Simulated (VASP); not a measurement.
Computed with PBEsol GGA, VASP's PBE PAW potentials (set 64) (plane waves; VASP 6.6.1).

The input files of a VASP run:

INCAR:
```
ALGO = Normal
EDIFF = 1E-6
EDIFFG = -0.02
ENCUT = 620
GGA = PS
IBRION = 2
ISIF = 3
ISMEAR = 0
LASPH = .TRUE.
LCHARG = .FALSE.
LMAXMIX = 6
LREAL = .FALSE.
LWAVE = .FALSE.
NELM = 100
NSW = 40
PREC = Accurate
SIGMA = 0.05
SYSTEM = HfO2
```

POSCAR:
```
HfO2
1.0
  0.0000000000   2.5104630632   2.5104630632
  2.5104630632   0.0000000000   2.5104630632
  2.5104630632   2.5104630632   0.0000000000
Hf O
1 2
Cart
  0.0000000000   0.0000000000   0.0000000000
  1.2552315316   1.2552315316   1.2552315316
  3.7656945948   3.7656945948   3.7656945948
```

File KPOINTS:
```
Regular mesh
0
gamma
8 8 8
0 0 0
```

POTCAR, in this order: Hf_pv O (PBE.64 set). Program: vasp_std.

Output

**OUTCAR**
```
 ion  position               nearest neighbor table
   1  0.000  0.000  0.000-   2 2.17   3 2.17   3 2.17   3 2.17   3 2.17   2 2.17   2 2.17   2 2.17
  LATTYP: Found a face centered cubic cell.
 ALAT       =     5.0209261264
 Subroutine PRICEL returns:
 Original cell was already a primitive cell.
 Subroutine GETGRP returns: Found 48 space group operations
The static configuration has the point symmetry O_h .
The dynamic configuration has the point symmetry O_h .
 Subroutine INISYM returns: Found 48 space group operations
 Subroutine IBZKPT returns following result:
 Found     29 irreducible k-points:

 Following reciprocal coordinates:
            Coordinates               Weight
  0.000000  0.000000  0.000000      1.000000
  0.125000  0.000000  0.000000      8.000000
  0.250000  0.000000  0.000000      8.000000
  0.375000  0.000000  0.000000      8.000000
  0.500000  0.000000  0.000000      4.000000
  0.125000  0.125000  0.000000      6.000000
  0.250000  0.125000  0.000000     24.000000
  0.375000  0.125000  0.000000     24.000000
  0.500000  0.125000  0.000000     24.000000
 -0.375000  0.125000  0.000000     24.000000
 -0.250000  0.125000  0.000000     24.000000
 -0.125000  0.125000  0.000000     12.000000
  0.250000  0.250000  0.000000      6.000000
  0.375000  0.250000  0.000000     24.000000
  0.500000  0.250000  0.000000     24.000000
 -0.375000  0.250000  0.000000     24.000000
 -0.250000  0.250000  0.000000     12.000000
  0.375000  0.375000  0.000000      6.000000
  0.500000  0.375000  0.000000     24.000000
 -0.375000  0.375000  0.000000     12.000000
  0.500000  0.500000  0.000000      3.000000
  0.375000  0.250000  0.125000     24.000000
  0.500000  0.250000  0.125000     48.000000
 -0.375000  0.250000  0.125000     24.000000
  0.500000  0.375000  0.125000     24.000000
...
```

File OSZICAR:
```
       N       E                     dE             d eps       ncg     rms          rms(c)
DAV:   1     0.111222284893E+03    0.11122E+03   -0.14336E+04   870   0.167E+03
DAV:   2    -0.328357647858E+02   -0.14406E+03   -0.14101E+03  1130   0.344E+02
DAV:   3    -0.368323061695E+02   -0.39965E+01   -0.39935E+01  1115   0.565E+01
DAV:   4    -0.368520806968E+02   -0.19775E-01   -0.19773E-01  1094   0.431E+00
DAV:   5    -0.368522340087E+02   -0.15331E-03   -0.15331E-03  1094   0.348E-01    0.526E+01
DAV:   6    -0.318094630755E+02    0.50428E+01   -0.26439E+01   961   0.368E+01    0.453E+01
DAV:   7    -0.316874243685E+02    0.12204E+00   -0.72275E-01  1059   0.815E+00    0.291E+01
DAV:   8    -0.316526481018E+02    0.34776E-01   -0.18030E-01  1087   0.452E+00    0.524E+00
DAV:   9    -0.316435216331E+02    0.91265E-02   -0.33886E-02  1031   0.172E+00    0.180E+00
DAV:  10    -0.316433073455E+02    0.21429E-03   -0.36874E-03  1164   0.483E-01    0.266E-01
DAV:  11    -0.316432877513E+02    0.19594E-04   -0.22326E-04  1031   0.129E-01    0.176E-01
DAV:  12    -0.316432893082E+02   -0.15569E-05   -0.20993E-05  1130   0.368E-02    0.180E-02
DAV:  13    -0.316432895368E+02   -0.22859E-06   -0.15564E-06   848   0.104E-02
   1 F= -.31643290E+02 E0= -.31643290E+02  d E =-.316433E+02
       N       E                     dE             d eps       ncg     rms          rms(c)
DAV:   1    -0.316446565804E+02   -0.13673E-02   -0.36539E-02   954   0.188E+00    0.625E-01
DAV:   2    -0.316434376383E+02    0.12189E-02   -0.54813E-03   947   0.572E-01    0.195E-01
DAV:   3    -0.316432539675E+02    0.18367E-03   -0.26384E-04  1045   0.149E-01    0.130E-01
DAV:   4    -0.316432139557E+02    0.40012E-04   -0.14094E-04  1094   0.103E-01    0.914E-02
DAV:   5    -0.316432144834E+02   -0.52774E-06   -0.42599E-06  1003   0.170E-02
   2 F= -.31643214E+02 E0= -.31643214E+02  d E =0.750534E-04
       N       E                     dE             d eps       ncg     rms          rms(c)
DAV:   1    -0.316438787269E+02   -0.66477E-03   -0.13408E-02   961   0.113E+00    0.380E-01
DAV:   2    -0.316434312222E+02    0.44750E-03   -0.20169E-03   933   0.347E-01    0.119E-01
DAV:   3    -0.316433636248E+02    0.67597E-04   -0.97507E-05  1045   0.900E-02    0.790E-02
DAV:   4    -0.316433479457E+02    0.15679E-04   -0.51980E-05  1087   0.624E-02    0.553E-02
DAV:   5    -0.316433471587E+02    0.78693E-06   -0.14569E-06   786   0.101E-02
   3 F= -.31643347E+02 E0= -.31643347E+02  d E =-.576219E-04
```

OUTCAR:
```
------------------------ aborting loop because EDIFF is reached ----------------------------------------
  FORCE on cell =-STRESS in cart. coord.  units (eV):
  Direction    XX          YY          ZZ          XY          YZ          ZX
  --------------------------------------------------------------------------------------
  Total        0.0016384      0.0016384      0.0016384     -0.0000000     -0.0000000      0.0000000
  in kB        0.0830767      0.0830767      0.0830767     -0.0000000     -0.0000000      0.0000000
  external PRESSURE =       0.0830767 kB  Pullay stress =       0.0000000 kB
  volume of cell :       31.60
      direct lattice vectors                 reciprocal lattice vectors
    -0.000000000  2.509252401  2.509252401    -0.199262537  0.199262537  0.199262537
     2.509252401  0.000000000  2.509252401     0.199262537 -0.199262537  0.199262537
     2.509252401  2.509252401  0.000000000     0.199262537  0.199262537 -0.199262537
 POSITION                                       TOTAL-FORCE (eV/Angst)
 -----------------------------------------------------------------------------------
      0.00000      0.00000      0.00000        -0.000000      0.000000     -0.000000
      1.25463      1.25463      1.25463         0.000000      0.000000      0.000000
      3.76388      3.76388      3.76388        -0.000000     -0.000000     -0.000000
 -----------------------------------------------------------------------------------
    total drift:                                0.000000     -0.000000      0.000000
  FREE ENERGIE OF THE ION-ELECTRON SYSTEM (eV)
  ---------------------------------------------------
  free  energy   TOTEN  =       -31.6433471587 eV

  energy  without entropy=      -31.6433471587  energy(sigma->0) =      -31.64334716

 reached required accuracy - stopping structural energy minimisation
```
(Selected blocks of OUTCAR.)

**CONTCAR**
```
HfO2
   1.00000000000000
    -0.0000000000000000    2.5092524010118216    2.5092524010118216
     2.5092524010118216    0.0000000000000000    2.5092524010118216
     2.5092524010118216    2.5092524010118216    0.0000000000000000
  Hf              O
     1     2
Direct
     0.0000000000000000    0.0000000000000000    0.0000000000000000
     0.2500000000000000    0.2500000000000000    0.2500000000000000
     0.7500000000000000    0.7500000000000000    0.7500000000000000
```

The compound is HfO2 in the fluorite structure, the high-temperature cubic form, which is unstable at 0 K; the monoclinic form is the stable one. This run relaxes it. Symmetry was kept, so distortions that lower it aren't found.
